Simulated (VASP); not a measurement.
# Band edges against the vacuum: BP(110), part 3 of 3

Where do the bulk band edges lie against the vacuum outside BP(110)?

VASP 6.6.1; PBE; plane waves and PAW (B, P).

So far, gap on the k-mesh (eV): step 3 (band edges of the bulk) 1.26.

## (5) Potential and states of the slab

A static run writes the electrostatic potential without exchange and correlation (LVHAR), which is flat in the vacuum and gives the level to count from. The dipole correction cancels the field that unlike faces would set up across the vacuum.

INCAR reads:

```
SYSTEM = BP
PREC = Normal
ENCUT = 360
EDIFF = 1E-06
NELM = 120
ISMEAR = 0
SIGMA = 0.03
LREAL = Auto
ALGO = Fast
GGA = PE
NBANDS = 54
LORBIT = 11
LWAVE = .FALSE.
LCHARG = .TRUE.
KPAR = 4
IDIPOL = 3
LDIPOL = .TRUE.
DIPOL = 0.5 0.5 0.5
LVHAR = .TRUE.
LVACPOTAV = .TRUE.
NEDOS = 1500
```

POSCAR reads:

```
BP
1.0
    3.2152627814      0.0000000000      0.0000000000
    0.0000000000      4.5470682320      0.0000000000
    0.0000000000      0.0000000000     28.8610511255
B P
9 9
Direct
    0.0000000000      0.0503217989      0.2889233155
    0.5000000000      0.4936988494      0.3321817777
    0.0000000000      0.9937746009      0.3886546647
    0.5000000000      0.4913575040      0.4440975404
    0.0000000000      0.9918257279      0.5000000000
    0.5000000000      0.4913575040      0.5559024596
    0.0000000000      0.9937746009      0.6113453353
    0.5000000000      0.4936988494      0.6678182223
    0.0000000000      0.0503217989      0.7110766845
    0.0000000000      0.7374440551      0.3323859535
    0.5000000000      0.2570657876      0.2721492360
    0.0000000000      0.7414532654      0.4441765165
    0.5000000000      0.2430625975      0.3880063030
    0.0000000000      0.7414532654      0.5558234835
    0.5000000000      0.2418173547      0.5000000000
    0.0000000000      0.7374440551      0.6676140465
    0.5000000000      0.2430625975      0.6119936970
    0.5000000000      0.2570657876      0.7278507640
```

KPOINTS reads:

```
Automatic mesh
0
Gamma
7 5 1
0 0 0
```

KPOINTS_OPT reads:

```
Line mode
14
Line-mode
Reciprocal
  0.00000000   0.00000000   0.00000000 GAMMA
  0.50000000   0.00000000   0.00000000 X

  0.50000000   0.00000000   0.00000000 X
  0.50000000   0.50000000   0.00000000 S

  0.50000000   0.50000000   0.00000000 S
  0.00000000   0.50000000   0.00000000 Y

  0.00000000   0.50000000   0.00000000 Y
  0.00000000   0.00000000   0.00000000 GAMMA

  0.00000000   0.00000000   0.00000000 GAMMA
  0.50000000   0.50000000   0.00000000 S
```

PAW data sets: B and P (PBE family, release 64).

Launch:

```bash
$ mpirun -np 4 vasp_std
```

Output:

```text
[... set-up lines as in an earlier step ...]
 entering main loop
       N       E                     dE             d eps       ncg     rms          rms(c)
DAV:   1     0.301381743779E+03    0.30138E+03   -0.23548E+04  1312   0.818E+02
DAV:   2    -0.874529315452E+02   -0.38883E+03   -0.37349E+03  1776   0.194E+02
DAV:   3    -0.117639101859E+03   -0.30186E+02   -0.29736E+02  1576   0.557E+01
DAV:   4    -0.118498036048E+03   -0.85893E+00   -0.85548E+00  1920   0.979E+00
DAV:   5    -0.118521363704E+03   -0.23328E-01   -0.23312E-01  1792   0.157E+00    0.214E+01
RMM:   6    -0.113622536907E+03    0.48988E+01   -0.66678E+00  1349   0.729E+00    0.121E+01
RMM:   7    -0.112925060459E+03    0.69748E+00   -0.62336E+00  1429   0.675E+00    0.248E+00
RMM:   8    -0.112792321032E+03    0.13274E+00   -0.56498E-01  1515   0.271E+00    0.446E-01
RMM:   9    -0.112800925976E+03   -0.86049E-02   -0.93904E-02  1715   0.104E+00    0.229E-01
RMM:  10    -0.112803330434E+03   -0.24045E-02   -0.21381E-02  1934   0.457E-01    0.166E-01
RMM:  11    -0.112804152901E+03   -0.82247E-03   -0.23181E-03  1731   0.163E-01    0.657E-02
RMM:  12    -0.112804431999E+03   -0.27910E-03   -0.84985E-04  1863   0.868E-02    0.337E-02
RMM:  13    -0.112804744504E+03   -0.31250E-03   -0.18981E-04  1736   0.354E-02    0.150E-02
RMM:  14    -0.112804819122E+03   -0.74617E-04   -0.66073E-05  1803   0.193E-02    0.968E-03
RMM:  15    -0.112804937111E+03   -0.11799E-03   -0.12471E-05  1566   0.105E-02    0.623E-03
RMM:  16    -0.112805047244E+03   -0.11013E-03   -0.36706E-05  1695   0.123E-02    0.532E-03
RMM:  17    -0.112805063216E+03   -0.15972E-04   -0.68195E-06  1391   0.611E-03    0.249E-03
RMM:  18    -0.112805082296E+03   -0.19080E-04   -0.22983E-06  1250   0.383E-03    0.175E-03
RMM:  19    -0.112805090904E+03   -0.86080E-05   -0.94801E-07  1169   0.226E-03    0.959E-04
RMM:  20    -0.112805112543E+03   -0.21639E-04   -0.75103E-07  1167   0.174E-03    0.617E-04
RMM:  21    -0.112805121272E+03   -0.87286E-05   -0.36138E-07   816   0.105E-03    0.235E-04
RMM:  22    -0.112805124151E+03   -0.28795E-05   -0.15461E-07   733   0.893E-04    0.915E-05
RMM:  23    -0.112805124770E+03   -0.61852E-06   -0.62979E-08   623   0.787E-04
 -----------------------------------------------------------------------------
|                                                                             |
|           W    W    AA    RRRRR   N    N  II  N    N   GGGG   !!!           |
|           W    W   A  A   R    R  NN   N  II  NN   N  G    G  !!!           |
|           W    W  A    A  R    R  N N  N  II  N N  N  G       !!!           |
|           W WW W  AAAAAA  RRRRR   N  N N  II  N  N N  G  GGG   !            |
|           WW  WW  A    A  R   R   N   NN  II  N   NN  G    G                |
|           W    W  A    A  R    R  N    N  II  N    N   GGGG   !!!           |
|                                                                             |
|     Did not find any points to average over, which means that no vacuum     |
|     field-free region was found. Please increase the size of  your cell     |
|     in the dimension of the dipole correction to obtain accurate            |
|     workfunction values.                                                    |
|                                                                             |
 -----------------------------------------------------------------------------

   1 F= -.11280512E+03 E0= -.11280512E+03  d E =-.203933E-11
 Start KPOINTS_OPT (optional k-point list driver)
k-point batch [1-12\70]
       N       E                     dE             ncg
DAV:   1     0.373273092512E+03   -0.85240E+04     1296
DAV:   2    -0.411954033101E+04   -0.44928E+04     1680
DAV:   3    -0.451240177687E+04   -0.39286E+03     1552
DAV:   4    -0.452533717839E+04   -0.12935E+02     1864
DAV:   5    -0.452565352045E+04   -0.31634E+00     1722
DAV:   6    -0.452566972333E+04   -0.16203E-01     1904
DAV:   7    -0.452567040756E+04   -0.68423E-03     1730
DAV:   8    -0.452567045066E+04   -0.43107E-04     1848
DAV:   9    -0.452567045287E+04   -0.22088E-05     1362
DAV:  10    -0.452567045306E+04   -0.18761E-06     1136
[...]
k-point batch [61-70\70]
       N       E                     dE             ncg
DAV:   1     0.424812557007E+03   -0.15678E+05     1080
DAV:   2    -0.329295223590E+04   -0.37178E+04     1500
DAV:   3    -0.358350831092E+04   -0.29056E+03     1304
DAV:   4    -0.359147013925E+04   -0.79618E+01     1544
DAV:   5    -0.359168242722E+04   -0.21229E+00     1440
DAV:   6    -0.359169297049E+04   -0.10543E-01     1552
DAV:   7    -0.359169342972E+04   -0.45923E-03     1472
DAV:   8    -0.359169345428E+04   -0.24556E-04     1440
DAV:   9    -0.359169345575E+04   -0.14713E-05     1184
DAV:  10    -0.359169345588E+04   -0.13062E-06      960
```

It took 2.5 min on 4 MPI ranks of Intel Xeon Platinum 8488C (Sapphire Rapids), shared host; peak memory 1.5 GiB; 10 min of CPU time.

Parts of OUTCAR (step 5):

```text
   NELECT =      72.0000    total number of electrons

 E-fermi :   1.0382

 k-point     1 :       0.0000    0.0000    0.0000
  band No.  band energies     occupation
    ...
     32       0.2889      2.00000
     33       0.6251      2.00000
     34       0.6682      2.00000
     35       0.8397      2.00000
     36       0.9065      2.00000
     37       2.5194      0.00000
     38       2.7263      0.00000
     39       2.8058      0.00000
     40       3.2432      0.00000
     41       3.4323      0.00000
    ...

  Total       -2.0778684      1.5617532     -1.0183900      0.0000000      0.0000000      0.0000000
  in kB       -7.8898463      5.9301120     -3.8669149      0.0000000      0.0000000      0.0000000
  external PRESSURE =      -1.9422164 kB  Pullay stress =       0.0000000 kB

 POSITION                                       TOTAL-FORCE (eV/Angst)
 -----------------------------------------------------------------------------------
      0.00000      0.22882      8.33863        -0.000000     -0.007061      0.011413
      1.60763      2.24488      9.58712        -0.000000      0.002016      0.008043
      0.00000      4.51876     11.21698        -0.000000     -0.003395      0.008643
      1.60763      2.23424     12.81712         0.000000      0.008208      0.011334
      0.00000      4.50990     14.43053        -0.000000      0.008112      0.000000
      1.60763      2.23424     16.04393         0.000000      0.008208     -0.011334
      0.00000      4.51876     17.64407         0.000000     -0.003395     -0.008643
      1.60763      2.24488     19.27394        -0.000000      0.002016     -0.008043
      0.00000      0.22882     20.52242        -0.000000     -0.007061     -0.011413
      0.00000      3.35321      9.59301        -0.000000     -0.005461      0.022467
      1.60763      1.16890      7.85451        -0.000000     -0.005999      0.010690
      0.00000      3.37144     12.81940        -0.000000     -0.000523      0.009998
      1.60763      1.10522     11.19827        -0.000000      0.002549      0.006310
      0.00000      3.37144     16.04165        -0.000000     -0.000523     -0.009998
      1.60763      1.09956     14.43053        -0.000000      0.011220      0.000000
      0.00000      3.35321     19.26804        -0.000000     -0.005461     -0.022467
      1.60763      1.10522     17.66278        -0.000000      0.002549     -0.006310
      1.60763      1.16890     21.00654        -0.000000     -0.005999     -0.010690
 -----------------------------------------------------------------------------------
    total drift:                                0.000000     -0.003603      0.000002

  FREE ENERGIE OF THE ION-ELECTRON SYSTEM (eV)
  ---------------------------------------------------
  free  energy   TOTEN  =      -112.8051247695 eV

  energy  without entropy=     -112.8051247695  energy(sigma->0) =     -112.80512477

 vacuum level on the upper side and lower side of the slab         6.404         6.404

[... 9 parts as in an earlier step ...]

[... 9 further parts left out ...]
```

This step gave:

| Quantity | Value |
| --- | --- |
| electronic cycles | 23 |
| Fermi energy | 1.038 eV |
| least gap on mesh and path | 0.3659 eV |
| least direct gap on mesh and path | 1.355 eV |
| vacuum levels | 6.404, 6.404 eV |
| ionisation potentials of the upper and lower face | 5.497, 5.497 eV |
| electron affinities of the upper and lower face | 5.132, 5.132 eV |

The electronic bands at the labelled points (eV, zero at the valence-band top; v1 is the highest filled band, c1 the lowest empty one):

```csv
point,v4,v3,v2,v1,c1,c2,c3,c4
Γ,-0.28,-0.24,-0.07,0.00,1.61,1.82,1.90,2.34
0.46 of the way,-2.07,-1.50,-1.11,-0.82,1.69,1.85,2.22,2.46
X,-2.58,-2.35,-1.16,-0.99,0.37,0.42,1.56,1.83
0.46 of the way,-2.29,-2.26,-0.99,-0.84,0.76,0.89,2.46,2.55
S,-1.91,-1.78,-0.81,-0.64,1.25,1.41,4.06,4.12
0.46 of the way,-1.70,-1.67,-0.74,-0.70,1.54,1.63,3.88,3.92
Y,-1.76,-1.66,-0.83,-0.76,1.21,1.37,2.35,2.83
0.46 of the way,-1.21,-1.19,-0.49,-0.40,1.40,1.64,2.03,2.55
Γ,-0.28,-0.24,-0.07,0.00,1.61,1.82,1.90,2.34
0.54 of the way,-1.68,-1.48,-0.82,-0.72,1.42,1.57,2.79,2.94
S,-1.91,-1.78,-0.81,-0.64,1.25,1.41,4.06,4.12
```

Of the projections kept (B, P), the largest for each band there; the rest of the weight can lie on other orbitals:

```csv
point,v4,v3,v2,v1,c1,c2,c3,c4
Γ,B 0.53,P 0.63,B 0.54,P 0.60,B 0.62,B 0.75,B 0.63,B 0.83
X,P 0.56,P 0.51,P 0.75,P 0.71,B 0.86,B 0.82,B 0.73,B 0.66
S,P 0.53,P 0.54,P 0.75,P 0.73,B 0.91,B 0.91,B 0.60,B 0.57
Y,B 0.50,B 0.50,P 0.71,P 0.71,B 0.87,B 0.89,B 0.51,B 0.59
Γ,B 0.53,P 0.63,B 0.54,P 0.60,B 0.62,B 0.75,B 0.63,B 0.83
S,P 0.53,P 0.54,P 0.75,P 0.73,B 0.91,B 0.91,B 0.60,B 0.57
```

The planar average of the electrostatic potential oscillates, so the rows of the table below give means over windows of 1.65 Å about each position, cut where the curve ends. Its maxima inside the range that stand out by 2 % of the span (Å: eV): 8.8: -3.65, 10.4: -2.46, 12.1: -2.52, 13.6: -2.46, 15.3: -2.46, 16.8: -2.52, 18.4: -2.46, 20.1: -3.65. Its minima: 7.9: -9.95, 9.6: -11.2, 11.2: -11.2, 12.8: -11.2, 14.4: -11.3, 16.1: -11.2, 17.6: -11.2, 19.3: -11.2, 20.9: -9.95.

Zero at the Fermi level. Table of planar average of the electrostatic potential by height; means over each step:

height (Å), planar average of the electrostatic potential (eV) and a bar from the least value:
```
     0.82        5.4 ##############################
     2.47        5.4 ##############################
     4.12        5.4 ##############################
     5.77        5.2 ##############################
     7.42       -3.1 ##########
     9.07       -7.4 
    10.72       -7.5 
    12.37       -7.4 
    14.02       -7.5 
    15.67       -7.4 
    17.32       -7.4 
    18.97       -7.4 
    20.62       -6.4 ##
    22.27        3.5 ##########################
    23.92        5.3 ##############################
    25.57        5.4 ##############################
    27.22        5.4 ##############################
```

Density of states in the PAW spheres, an atom over height of the layer and energy from the Fermi level.

Ten even steps from '0' (0.001 states/eV) to '9' (0.554 states/eV), each cell a mean:
```
010000000010
000000000000
211100001112
932111111239
831111112138
322333323223
423334343324
533444443335
745665656547
444445445444
445553545544
335555546533
224444444422
445444444544
233334334332
223333323322
122233323221
222111112222
111111111111
233221222332
233332333332
134344433431
```
Columns: height of the layer (Å) from 7.9 to 21 (not evenly spaced); rows upwards: energy from the Fermi level (eV) from -7.9 to 0.5.

Valence density in the cb plane at fractional x = 0.000, with atoms of B and P within 0.2 Å of it. It is the smooth field of the valence electrons, not physical close to the nuclei.

Ten even steps from '0' (-0.69 × 1e-1 e/Å³) to '9' (9.73 × 1e-1 e/Å³), each cell a mean:
```
00000000000000000000124798666776876567876876
00000000000000000000113699778766798679866798
00000000000000000000012476028644575038644575
00000000000000000000001255126422355136422354
00000000000000000000001135664211235664211235
00000000000000000000001123443111123442111123
00000000000000000000111112221111112221111112
00000000000000000001111111111111111111111111
00000000000000000001123321111122211111122211
00000000000000000001246532111244321111244321
00000000000000000001246543212466532112466531
00000000000000000001234565334565653234655643
```
Columns run along c (16.0 Å, from fractional 0.00 to 0.56 of the cell), rows up along b (4.5 Å). Atoms in or near the plane, at fractional coordinates: B at (0.29, 0.05), B at (0.39, 0.99), B at (0.50, 0.99), P at (0.33, 0.74), P at (0.44, 0.74), P at (0.56, 0.74).

Electrostatic potential energy in the cb plane at fractional x = 0.000, with atoms of B and P within 0.2 Å of it. With pseudopotentials it is smooth inside the atoms' cores, unlike the true potential.

Ten even steps from '0' (-60 eV) to '9' (6 eV), each cell a mean:
```
99999999999999999999985567778657587778666587
99999999999999999999998874116766773016766772
99999999999999999999999860002788850003888850
99999999999999999999999861003899860003899850
99999999999999999999999985236899985237899974
99999999999999999999999998888999998888999998
99999999999999999999999999999999999999999999
99999999999999999999999999999999999999999999
99999999999999999999999899999999999999999999
99999999999999999999986678999988899999988899
99999999999999999999965757999755689999755789
99999999999999999999866857898668589998578589
```
Columns run along c (16.0 Å, from fractional 0.00 to 0.56 of the cell; values clipped at the 3rd and 97th percentile), rows up along b (4.5 Å). Atoms in or near the plane, at fractional coordinates: B at (0.29, 0.05), B at (0.39, 0.99), B at (0.50, 0.99), P at (0.33, 0.74), P at (0.44, 0.74), P at (0.56, 0.74).

The map of layer states is cut here 0.5 eV above the Fermi level, so it leaves out the states above that.

The vacuum level lies 5.50 eV above the highest filled level at the upper face; both faces agree, as the slab has next to no dipole.

The program found no field-free point at its default tolerance, but its printed level agrees with the flat part of the planar average.

## (6) Lining up bulk and slab

This step: band edges against the vacuum, PBE; plane waves and PAW (VASP 6.6.1).

No new run; the numbers come from the runs before.

This step gave:

- ionisation energy: 5.496 eV
- offset spread: 0.03340 eV
- bulk gap: 1.257 eV
- slab gap: 0.3659 eV
- electron affinity: 4.240 eV
- buckling: 0.4841 Å
- tilt: 27.25 degree
- surface energy, relaxed: 1.950 J/m²

The averaged core potentials of the four middle atoms lie -6.456 eV from those of the bulk run. The bulk valence top (7.363 eV), moved by that offset, is taken from the upper vacuum level (6.404 eV).

## (7) Summary of results

- ionisation energy: 5.50 eV
- electron affinity: 4.24 eV
- buckling: 0.484 Å
- surface energy, relaxed: 1.95 J/m²

**Reading.** The bulk valence-band top lies 5.50 eV below the vacuum of BP(110), and the conduction-band bottom 4.24 eV. The top layer buckles by 0.48 Å, a tilt of 27°, with P outermost, as the anion takes the dangling-bond electrons and the cation flattens towards sp². The surface costs 1.95 J/m². The slab's least gap is 0.37 eV, against 1.26 eV in the bulk. Confinement widens it, surface states can narrow it, and the two gaps need not lie at the same wave vector; the faces' own affinities count to the slab's lowest empty state. The offsets of the four middle atoms spread by 0.03 eV; a shift common to all four would not show in it. The bulk edges are read on a mesh, so a band minimum between its points makes the gap too large and the affinity too small. One thickness was run. Semilocal band edges put the valence top too high and the gap too small.

[Lines on the potential files, build, host, timing and source positions are cut from VASP's logs without a mark.]

[Logs are printed without paths, hosts, clocks, repeated set-up lines and the standing remarks that a program may print on its own settings, such as how far it seeks lower states.]

[Hosts, paths, dates, database ids (printed as entryN), source tags and the programs' standing remarks are cut or masked in the printed files.]

[Runs that stopped without an error message from VASP are left out.]
